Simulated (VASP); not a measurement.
Here is the system:

```
HfO2
1.0
    0.00000     2.50912     2.50912
    2.50912     0.00000     2.50912
    2.50912     2.50912     0.00000
Hf O
1 2
Direct
  0.00000   0.00000   0.00000
  0.25000   0.25000   0.25000
  0.75000   0.75000   0.75000
```

Calculation: SCAN meta-GGA, VASP's PBE PAW potentials (set 64) (plane waves; VASP). Settings: 520 eV cut-off, 8×8×8 Γ-centred mesh, Gaussian smearing of 0.050 eV, potentials Hf_pv O.

Unless said otherwise, spin-orbit coupling is left out, though it shifts the bands of the heavy elements here.

### Question
Estimate the energy per atom (σ→0), band gap (on the k-mesh) with the smallest direct gap where there is one.

### Answer

```yaml
band gap (on the k-mesh): 4.27 eV
smallest direct gap (on the k-mesh): 4.27 eV
energy per atom (σ→0): -28.848 eV/atom
```

The compound is HfO2 in the fluorite structure, the high-temperature cubic form, which is unstable at 0 K; the monoclinic form is the stable one. It was relaxed first. The start is the result of an earlier pass.
